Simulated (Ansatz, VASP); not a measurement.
# Si125GeC22 (amorphous Si0.85C0.15): VASP beside Ansatz

One calculation is typed for both programs; each brings its own data sets. How far apart do they land? Of the first pair: The structure shown is the start of the Ansatz relaxation below; VASP solves that cell, so the two are compared at the walk's first step.

Main program and level: Ansatz 0.2.0; plane waves, with VASP 6.6.1 beside it; PBE.

**1. Set-up**

The cell holds 148 atoms: 125 Si, 1 Ge and 22 C. Its edges and angles: a = 13.515 Å, b = 13.515 Å, c = 13.515 Å, α = 90.0°, β = 90.0°, γ = 90.0°. It derives from Si63C11 (amorphous Si0.85C0.15). As first built, before any earlier steps moved the atoms or strained the cell (in the runner's words): 148 atoms (126 Si, 22 C) placed at random at 2.56 g/cm^3, melted at 4500 K for 10 ps at fixed volume with the Erhart-Albe potential (Erhart and Albe, Phys. Rev. B 71, 035211 (2005)). Quenched from 4500 K to 100 K at 50 K/ps and fixed volume, held 5 ps. Nearest the centre at fractional (0.398, 0.813, 0.358): Ge126 at 0.00 Å, Si97 at 2.30 Å, Si63 at 2.40 Å, Si21 at 2.48 Å, Si125 at 2.49 Å, Si55 at 2.51 Å, Si78 at 2.82 Å, Si81 at 2.84 Å.

**2. Ansatz: relaxation, PBE**

Ansatz runs on its default PAW (the set named soft_2) files.

The two programs are compared at the cell with which this relaxation starts, whose forces are those of its first step.

Input file input.yaml:

```yaml
crystal:
  lattice:
    - [13.5152, 0.0, 0.0]
    - [0.0, 13.5152, 0.0]
    - [0.0, 0.0, 13.5152]
  atoms:
    - { symbol: Si, position: [0.55576, 0.17414, 0.97444] }
    - { symbol: Si, position: [0.17759, 0.98796, 0.31032] }
[... 18 atom lines left out ...]
    - { symbol: Si, position: [0.56174, 0.84851, 0.43434] }
    - { symbol: Si, position: [0.37748, 0.62054, 0.07565] }
[... 1 atom line left out ...]
    - { symbol: Si, position: [0.41881, 0.59839, 0.31949] }
    - { symbol: Si, position: [0.77876, 0.67846, 0.39788] }
[... 1 atom line left out ...]
    - { symbol: Si, position: [0.11074, 0.62349, 0.57491] }
[... 1 atom line left out ...]
    - { symbol: Si, position: [0.29318, 0.54278, 0.42025] }
    - { symbol: Si, position: [0.69855, 0.88838, 0.33421] }
    - { symbol: Si, position: [0.47977, 0.45093, 0.24259] }
[... 8 atom lines left out ...]
    - { symbol: Si, position: [0.14429, 0.87032, 0.43146] }
    - { symbol: Si, position: [0.26666, 0.82322, 0.00693] }
[... 4 atom lines left out ...]
    - { symbol: Si, position: [0.33766, 0.9162, 0.6252] }
    - { symbol: Si, position: [0.07267, 0.96598, 0.55719] }
    - { symbol: Si, position: [0.569, 0.87147, 0.60671] }
[... 3 atom lines left out ...]
    - { symbol: Si, position: [0.2996, 0.10617, 0.34683] }
[... 2 atom lines left out ...]
    - { symbol: Si, position: [0.33841, 0.70959, 0.21608] }
[... 5 atom lines left out ...]
    - { symbol: Si, position: [0.43007, 0.90359, 0.02103] }
[... 1 atom line left out ...]
    - { symbol: Si, position: [0.36435, 0.93435, 0.2334] }
[... 1 atom line left out ...]
    - { symbol: Si, position: [0.28211, 0.65419, 0.5511] }
[... 4 atom lines left out ...]
    - { symbol: Si, position: [0.15114, 0.48818, 0.3383] }
    - { symbol: Si, position: [0.21694, 0.03926, 0.6139] }
[... 5 atom lines left out ...]
    - { symbol: Si, position: [0.31627, 0.1399, 0.51537] }
    - { symbol: Si, position: [0.47292, 0.8215, 0.16353] }
    - { symbol: Si, position: [0.57672, 0.02794, 0.07101] }
[... 1 atom line left out ...]
    - { symbol: Si, position: [0.5393, 0.67135, 0.4234] }
[... 4 atom lines left out ...]
    - { symbol: Si, position: [0.06354, 0.75246, 0.33176] }
[... 6 atom lines left out ...]
    - { symbol: Si, position: [0.21869, 0.05808, 0.10711] }
[... 3 atom lines left out ...]
    - { symbol: Si, position: [0.29432, 0.81305, 0.49257] }
[... 6 atom lines left out ...]
    - { symbol: Si, position: [0.67425, 0.06936, 0.31593] }
[... 5 atom lines left out ...]
    - { symbol: Si, position: [0.4616, 0.65489, 0.58044] }
    - { symbol: Si, position: [0.47685, 0.08597, 0.55575] }
[... 1 atom line left out ...]
    - { symbol: Si, position: [0.16283, 0.73417, 0.18974] }
[... 4 atom lines left out ...]
    - { symbol: Si, position: [0.26934, 0.79906, 0.73771] }
[... 3 atom lines left out ...]
    - { symbol: Si, position: [0.63843, 0.78862, 0.20544] }
[... 1 atom line left out ...]
    - { symbol: Si, position: [0.52957, 0.09806, 0.22428] }
    - { symbol: Si, position: [0.44475, 0.98421, 0.40772] }
    - { symbol: Ge, position: [0.39836, 0.81299, 0.3582] }
[... 1 atom line left out ...]
    - { symbol: C, position: [0.67046, 0.653, 0.19483] }
[... 2 atom lines left out ...]
    - { symbol: C, position: [0.65598, 0.62205, 0.37138] }
[... 2 atom lines left out ...]
    - { symbol: C, position: [0.52538, 0.74598, 0.6752] }
[... 4 atom lines left out ...]
    - { symbol: C, position: [0.41525, 0.05169, 0.28795] }
    - { symbol: C, position: [0.65013, 0.58275, 0.27034] }
    - { symbol: C, position: [0.22684, 0.94051, 0.18571] }
[... 1 atom line left out ...]
    - { symbol: C, position: [0.47069, 0.96894, 0.63947] }
    - { symbol: C, position: [0.17994, 0.85626, 0.12085] }
[... 3 atom lines left out ...]
    - { symbol: C, position: [0.98356, 0.27756, 0.14803] }
kpoints:
  mp_grid: { grid: [1, 1, 1] }
hamiltonian:
  xc: pbe
scf:
  occupations: { method: gaussian, width: 0.025 }
output:
  forces: true
  eigenvalues: true
relax:
  f_tol: 0.05
  max_steps: 90
```

The run is started by

```bash
ansatz run input.yaml --threads 4 --pin off --max-ram 8192MiB --backend cpu --events-out ev --progress --plain --runs-dir out
```

Numbers of over 12 decimals in the logs are rounded to 6 here.

Log:

```text
Engine: ansatz 0.2.0, aarch64-unknown-linux-gnu
Pseudopotentials: kind: paw
Pseudopotential: Si, paw, valence charge 4, recommended cutoff 420 eV (normal), Si.paw.azcp
Pseudopotential: Ge, paw, valence charge 14, recommended cutoff 420 eV (normal), Ge.paw.azcp
Pseudopotential: C, paw, valence charge 4, recommended cutoff 420 eV (normal), C.paw.azcp
Functional definition: PBE
  parameter kappa = 0.804
  parameter beta = 0.066725
  exchange = pbe_x(kappa = kappa, mu = beta*pi^2/3)
  correlation = pbe_c(beta = beta)
Crystal: 148 atoms, lattice volume = 2468.695 Å³
Basis set: ecut = 420 eV, 48489 PW (Γ), exchange–correlation on 192×192×192 points (8 copies of the dense FFT grid, shifted against one another)
Bands: 449, of which v1, the nominal top of the filled ones, is band 301 counted from 1 (300 counted from 0)
Symmetry: 1 space group operations
Space group: P1 (ITA 1), of the structure as read, at distance tolerance 1.4e-4 Å
k-points: 1
Non-local potential: Si, projectors of the file, l = 0: 2, l = 1: 2, l = 2: 2
Non-local potential: Ge, projectors of the file, l = 0: 2, l = 1: 2, l = 2: 3, l = 3: 1
Non-local potential: C, projectors of the file, l = 0: 2, l = 1: 2, l = 2: 1
PAW form: soft (Blöchl's): semilocal exchange-correlation on the pseudo side does not see the compensation charge
PAW one-centre angular grid: Si, 110 points (default); XC on 64 Gauss nodes
PAW one-centre angular grid: Ge, 590 points (default); XC on 64 Gauss nodes
PAW one-centre angular grid: C, 110 points (default); XC on 64 Gauss nodes
Initial density: superposition of atomic densities (neutral atoms: chi_scale 0, normalization atom), corrected by the library's trained network
Initial wavefunctions: pseudopotential atomic-orbital guess
Functional: x = pbe(κ = 0.804, μ = 0.219515), c = pbe(β = 0.066725)
SCF iter   1: F=—  HF=-89240.115563 eV  |F-HF|=—  |Δ(HF+E_count)|=         —  Δρ=4.37e-3  dr2=1.14e0  ethr=1.77e-3  ⟨swp⟩=6.0  Hψ=2073  notcnv=0  defer=62
preconditioner: auto → Resta (q_TF=auto, 2.156 Å⁻¹)  ε∞=5.7  [insulator: Δε(μ)=0.191 eV  Ē_g=8.419 eV  σ=0.025 eV  W_gap=1.00  n_scr=436 (ndim 8)  ℏωp=18.2 eV  f_vac=0.000  D(μ)=0.00/eV (n_scr^D=0)  ε∞_Penn≈5.7]
SCF iter   2: F=—  HF=-89239.975584 eV  |F-HF|=—  |Δ(HF+E_count)|=   1.40e-1  Δρ=2.31e-3  dr2=2.41e-1  ethr=1.89e-4  ⟨swp⟩=2.0  Hψ=522  notcnv=0  defer=111
SCF iter   3: F=—  HF=-89239.940797 eV  |F-HF|=—  |Δ(HF+E_count)|=   3.48e-2  Δρ=4.16e-4  dr2=5.88e-3  ethr=4.01e-5  ⟨swp⟩=3.0  Hψ=618  notcnv=0  defer=137
SCF iter   4: F=—  HF=-89239.941318 eV  |F-HF|=—  |Δ(HF+E_count)|=   5.21e-4  Δρ=1.21e-4  dr2=5.80e-4  ethr=9.76e-7  ⟨swp⟩=3.0  Hψ=745  notcnv=0  defer=137
SCF iter   5: F=—  HF=-89239.941559 eV  |F-HF|=—  |Δ(HF+E_count)|=   2.42e-4  Δρ=3.22e-5  dr2=6.51e-5  ethr=9.64e-8  ⟨swp⟩=2.0  Hψ=463  notcnv=0  defer=137
SCF iter   6: F=-89239.941586 eV  HF=-89239.941587 eV  |F-HF|=8.87e-7  |Δ(HF+E_count)|=   2.79e-5  Δρ=1.07e-5  dr2=8.41e-6  ethr=1.04e-8  ⟨swp⟩=14.0  Hψ=2433  notcnv=0
SCF 1 converged in 6 iterations: F = -89239.941586 eV  dr2 = 8.41e-6
  greatest PAW one-centre occupation: 0.998 electrons in one spin orbital (limit 2), on the Ge atom at site 125 (counted from 0), in its partial waves of l = 2
relax step   1: F+E_penalty+E_count = -89239.94158634 eV  Δ(F+E_penalty+E_count) = +0.000e0 eV  max|allowed force component| = 5.679e-1 eV/Å  Δτ_max = 0.0000 Å  (6 SCF iters, dr2 threshold 6.25e-5 eV, accepted)
Initial density: handed on by an earlier stage of this run
Initial wavefunctions: those handed on with the density
iter 1 solved again at ethr=1.30e-5 eV; its pass at ethr=3.10e-3 eV (dr2=7.82e-2 eV) is discarded
SCF iter   1: F=—  HF=-89240.050998 eV  |F-HF|=—  |Δ(HF+E_count)|=         —  Δρ=1.26e-3  dr2=7.03e-2  ethr=1.30e-5  ⟨swp⟩=2.0  Hψ=1147  notcnv=0  defer=137
preconditioner: auto → Resta (q_TF=auto, 2.156 Å⁻¹)  ε∞=5.7  [insulator: Δε(μ)=0.151 eV  Ē_g=8.417 eV  σ=0.025 eV  W_gap=1.00  n_scr=436 (ndim 8)  ℏωp=18.2 eV  f_vac=0.000  D(μ)=0.01/eV (n_scr^D=0)  ε∞_Penn≈5.7]
SCF iter   2: F=—  HF=-89240.043943 eV  |F-HF|=—  |Δ(HF+E_count)|=   7.06e-3  Δρ=6.83e-4  dr2=1.10e-2  ethr=1.17e-5  ⟨swp⟩=2.0  Hψ=353  notcnv=0  defer=137
SCF iter   3: F=—  HF=-89240.042645 eV  |F-HF|=—  |Δ(HF+E_count)|=   1.30e-3  Δρ=1.37e-4  dr2=3.83e-4  ethr=1.82e-6  ⟨swp⟩=2.0  Hψ=613  notcnv=0  defer=137
SCF iter   4: F=—  HF=-89240.042645 eV  |F-HF|=—  |Δ(HF+E_count)|=   7.27e-7  Δρ=2.98e-5  dr2=2.43e-5  ethr=6.35e-8  ⟨swp⟩=2.0  Hψ=613  notcnv=0  defer=137
iter 5 did not close the SCF: its close was put off for the readings that it lacked (scf_convergence_deferred on its scf_iter line)
SCF iter   5: F=-89240.042634 eV  HF=-89240.042636 eV  |F-HF|=2.37e-6  |Δ(HF+E_count)|=   9.29e-6  Δρ=1.03e-5  dr2=2.65e-6  ethr=4.04e-9  ⟨swp⟩=2.0  Hψ=613  notcnv=0  defer=137
[...]
- { symbol: Si, position: [0.736249, 0.964768, 0.596582] }
    - { symbol: Si, position: [0.026378, 0.689460, 0.844454] }
    - { symbol: Si, position: [0.368599, 0.374163, 0.974569] }
    - { symbol: Si, position: [0.337063, 0.917990, 0.628666] }
    - { symbol: Si, position: [0.071109, 0.967474, 0.558304] }
    - { symbol: Si, position: [0.569450, 0.872490, 0.607102] }
    - { symbol: Si, position: [0.640530, 0.318671, 0.039873] }
    - { symbol: Si, position: [0.887945, 0.556645, 0.337162] }
    - { symbol: Si, position: [0.848699, 0.439609, 0.977553] }
    - { symbol: Si, position: [0.300680, 0.105489, 0.347614] }
    - { symbol: Si, position: [0.534139, 0.635306, 0.997663] }
    - { symbol: Si, position: [0.275710, 0.655567, 0.943002] }
    - { symbol: Si, position: [0.340240, 0.707512, 0.211866] }
    - { symbol: Si, position: [0.920019, 0.543485, 0.164825] }
    - { symbol: Si, position: [0.080136, 0.134415, 0.848702] }
    - { symbol: Si, position: [0.537567, 0.237505, 0.646199] }
    - { symbol: Si, position: [0.606820, 0.599324, 0.805123] }
    - { symbol: Si, position: [0.219649, 0.904911, 0.866975] }
    - { symbol: Si, position: [0.430427, 0.902775, 0.019981] }
    - { symbol: Si, position: [0.880241, 0.373980, 0.137709] }
    - { symbol: Si, position: [0.365401, 0.935036, 0.231593] }
    - { symbol: Si, position: [0.693498, 0.173621, 0.680949] }
    - { symbol: Si, position: [0.281785, 0.650436, 0.554976] }
    - { symbol: Si, position: [0.174241, 0.467319, 0.165498] }
[...]
- { symbol: Si, position: [0.269222, 0.798757, 0.739094] }
    - { symbol: Si, position: [0.817043, 0.739465, 0.691683] }
    - { symbol: Si, position: [0.202002, 0.496622, 0.788465] }
    - { symbol: Si, position: [0.476580, 0.224899, 0.815881] }
    - { symbol: Si, position: [0.637342, 0.788809, 0.205190] }
    - { symbol: Si, position: [0.931746, 0.258401, 0.624389] }
    - { symbol: Si, position: [0.529987, 0.098970, 0.223230] }
    - { symbol: Si, position: [0.453278, 0.988460, 0.408221] }
    - { symbol: Ge, position: [0.390151, 0.814716, 0.365530] }
    - { symbol: C, position: [0.721016, 0.00639797, 0.064892] }
    - { symbol: C, position: [0.670338, 0.653263, 0.194394] }
    - { symbol: C, position: [0.695021, 0.697231, 0.629234] }
    - { symbol: C, position: [0.374292, 0.601308, 0.849671] }
    - { symbol: C, position: [0.656497, 0.622303, 0.370757] }
    - { symbol: C, position: [0.336531, 0.530662, 0.786265] }
    - { symbol: C, position: [0.623951, 0.478393, 0.238849] }
    - { symbol: C, position: [0.526118, 0.746665, 0.674795] }
    - { symbol: C, position: [0.674869, 0.387031, 0.290827] }
    - { symbol: C, position: [0.728857, 0.106496, 0.562484] }
    - { symbol: C, position: [0.813513, 0.815263, 0.377688] }
    - { symbol: C, position: [0.793701, 0.944396, 0.844095] }
    - { symbol: C, position: [0.416545, 0.051410, 0.288130] }
    - { symbol: C, position: [0.650229, 0.582811, 0.269781] }
    - { symbol: C, position: [0.227297, 0.940862, 0.186349] }
    - { symbol: C, position: [0.480403, 0.630336, 0.863458] }
    - { symbol: C, position: [0.470702, 0.969701, 0.639910] }
    - { symbol: C, position: [0.180349, 0.856557, 0.121350] }
    - { symbol: C, position: [0.854075, 0.375117, 0.656135] }
    - { symbol: C, position: [0.614814, 0.686056, 0.694348] }
    - { symbol: C, position: [0.762988, 0.164575, 0.251383] }
    - { symbol: C, position: [0.983798, 0.277461, 0.148144] }
```

The column dr2 measures how far the density is from self-consistency, as an energy; F and HF (Harris–Foulkes) agree once it is small.

**3. VASP: single point, PBE, start cell, pair 1**

The same cell, functional, mesh and smearing now go to VASP, with its own data sets.

Lines of VASP's logs that name or quote its potential files are left out, and so is its time.

Input file INCAR:

```
SYSTEM = Si125GeC22
PREC = Accurate
ENCUT = 520
EDIFF = 1E-06
NELM = 120
ISMEAR = 0
SIGMA = 0.025
LREAL = Auto
ALGO = Normal
GGA = PE
NBANDS = 404
LORBIT = 11
LWAVE = .FALSE.
LCHARG = .FALSE.
ISIF = 2
LASPH = .TRUE.
GGA_COMPAT = .FALSE.
EFERMI = MIDGAP
```

Input file POSCAR:

```
Si125GeC22
1.0
   13.5152000000      0.0000000000      0.0000000000
    0.0000000000     13.5152000000      0.0000000000
    0.0000000000      0.0000000000     13.5152000000
Si Ge C
125 1 22
Direct
    0.5557594412      0.1741372677      0.9744435894
    0.1775926364      0.9879617024      0.3103172724
[... 18 atom lines left out ...]
    0.5617378951      0.8485113058      0.4343405943
    0.3774786907      0.6205383568      0.0756481591
[... 1 atom line left out ...]
    0.4188099325      0.5983929206      0.3194921274
    0.7787602107      0.6784583284      0.3978779448
[... 1 atom line left out ...]
    0.1107419794      0.6234905884      0.5749082515
[... 1 atom line left out ...]
    0.2931810110      0.5427814609      0.4202527525
    0.6985468214      0.8883775305      0.3342088907
    0.4797709246      0.4509293240      0.2425935243
[... 8 atom lines left out ...]
    0.1442893927      0.8703163845      0.4314623535
    0.2666627205      0.8232212620      0.0069329348
[... 4 atom lines left out ...]
    0.3376568604      0.9161980585      0.6251997751
    0.0726737303      0.9659790458      0.5571874630
    0.5689963893      0.8714706405      0.6067094827
[... 3 atom lines left out ...]
    0.2996034095      0.1061693501      0.3468317154
[... 2 atom lines left out ...]
    0.3384115662      0.7095936427      0.2160826329
[... 5 atom lines left out ...]
    0.4300713271      0.9035900320      0.0210281757
[... 1 atom line left out ...]
    0.3643527288      0.9343479934      0.2333964721
[... 1 atom line left out ...]
    0.2821119924      0.6541893572      0.5510980230
[... 4 atom lines left out ...]
    0.1511409376      0.4881762756      0.3383005801
    0.2169409258      0.0392595004      0.6139013851
[... 5 atom lines left out ...]
    0.3162735291      0.1399017403      0.5153678821
    0.4729193797      0.8214972771      0.1635269918
    0.5767210252      0.0279389132      0.0710089381
[... 1 atom line left out ...]
    0.5392964958      0.6713478158      0.4233973600
[... 4 atom lines left out ...]
    0.0635432698      0.7524564934      0.3317597964
[... 6 atom lines left out ...]
    0.2186871078      0.0580827513      0.1071090328
[... 3 atom lines left out ...]
    0.2943204688      0.8130475317      0.4925713271
[... 6 atom lines left out ...]
    0.6742482538      0.0693589440      0.3159331715
[... 5 atom lines left out ...]
    0.4615987925      0.6548922694      0.5804427607
    0.4768482893      0.0859698710      0.5557520421
[... 1 atom line left out ...]
    0.1628314786      0.7341733752      0.1897419202
[... 4 atom lines left out ...]
    0.2693411862      0.7990632769      0.7377101338
[... 3 atom lines left out ...]
    0.6384293240      0.7886231798      0.2054427607
[... 1 atom line left out ...]
    0.5295667101      0.0980599621      0.2242808098
    0.4447510951      0.9842103705      0.4077187167
    0.3983588848      0.8129883391      0.3581966971
[... 1 atom line left out ...]
    0.6704599266      0.6529981058      0.1948324849
[... 2 atom lines left out ...]
    0.6559799337      0.6220477684      0.3713818515
[... 2 atom lines left out ...]
    0.5253788327      0.7459823014      0.6752027347
[... 4 atom lines left out ...]
    0.4152509767      0.0516899491      0.2879498639
    0.6501272641      0.5827512726      0.2703400616
    0.2268408903      0.9405114242      0.1857094235
[... 1 atom line left out ...]
    0.4706922576      0.9689386765      0.6394725938
    0.1799381437      0.8562581390      0.1208491180
[... 3 atom lines left out ...]
    0.9835592518      0.2775615603      0.1480333254
```

Input file KPOINTS:

```
Automatic mesh
0
Gamma
1 1 1
0 0 0
```

The projector-augmented-wave data sets are Si, Ge_d and C (PBE family, release 64).

The run is started by

```bash
export OMP_NUM_THREADS=3
mpirun -np 1 vasp_gam
```

Log:

```text
[banner, memory and clock lines left out]
running    1 mpi-ranks, on    1 nodes
[...]
Offloading initialized ...    1 GPUs detected
[...]
LDA part: xc-table for (Slater+PW92), standard interpolation
 POSCAR, INCAR and KPOINTS ok, starting setup
[...]
entering main loop
       N       E                     dE             d eps       ncg     rms          rms(c)
DAV:   1     0.370502633628E+04    0.37050E+04   -0.26668E+05   808   0.144E+03
DAV:   2    -0.282453278879E+03   -0.39875E+04   -0.37088E+04   984   0.265E+02
DAV:   3    -0.841212228600E+03   -0.55876E+03   -0.53218E+03  1004   0.108E+02
DAV:   4    -0.875906645107E+03   -0.34694E+02   -0.33983E+02  1008   0.293E+01
[...]
DAV:  16    -0.833585260147E+03    0.10971E-05   -0.11125E-04  1024   0.180E-02    0.234E-02
DAV:  17    -0.833585272135E+03   -0.11988E-04   -0.11022E-04  1024   0.130E-02    0.110E-02
DAV:  18    -0.833585272115E+03    0.19449E-07   -0.97817E-06   944   0.540E-03
   1 F= -.83358527E+03 E0= -.83358527E+03  d E =-.257120E-05
```

Parts of OUTCAR (step 3):

```text
  Total        4.3959863     43.4395117     42.0515264    -20.9997346    -10.0760142     -9.7087665
  in kB        2.8529849     28.1921428     27.2913435    -13.6287793     -6.5393100     -6.3009671
  external PRESSURE =      19.4454904 kB  Pullay stress =       0.0000000 kB

 POSITION                                       TOTAL-FORCE (eV/Angst)
 -----------------------------------------------------------------------------------
      7.51120      2.35350     13.16980         0.003706     -0.004972     -0.008215
      2.40020     13.35250      4.19400        -0.012123      0.025162      0.006952
[...]
1.23290      4.34070      7.57000         0.007993      0.000718      0.000810
      9.75850     11.70560      1.02900        -0.000231     -0.018890      0.011181
     11.01790      1.03220      2.02340         0.014418     -0.004010     -0.000195
      0.68390     12.15410      0.93940        -0.019522      0.009827     -0.008576
      4.27450      1.89080      6.96530        -0.016510      0.004467      0.003123
      6.39160     11.10270      2.21010        -0.000028      0.061802     -0.232323
      7.79450      0.37760      0.95970        -0.013378      0.015617      0.003072
      8.23980      5.01220      7.43340        -0.002776      0.004455     -0.003456
      7.28870      9.07340      5.72230         0.138568     -0.135438      0.027399
      6.99300     11.76170     11.90120        -0.009083      0.024244     -0.007625
     11.39940      3.16380      4.76780        -0.000541      0.003918     -0.000558
[...]
-----------------------------------------------------------------------------------
    total drift:                                0.027572      0.018002     -0.017224

  FREE ENERGIE OF THE ION-ELECTRON SYSTEM (eV)
  ---------------------------------------------------
  free  energy   TOTEN  =      -833.5852721154 eV

  energy  without entropy=     -833.5852695442  energy(sigma->0) =     -833.58527083

[... 3 further parts left out ...]
[key lines of the parts left out:]
E-fermi :   7.0736
```

The run ends at a pressure of 1.94 GPa, with forces up to 0.71 eV/Å.

[end of part 1 of 2]

[Lines on the potential files, build, host, timing and source positions are cut from VASP's logs without a mark.]

[Logs are printed without paths, hosts, clocks, repeated set-up lines and the standing remarks that a program may print on its own settings, such as how far it seeks lower states.]

[Hosts, paths, dates, database ids (printed as entryN), source tags and the programs' standing remarks are cut or masked in the printed files.]
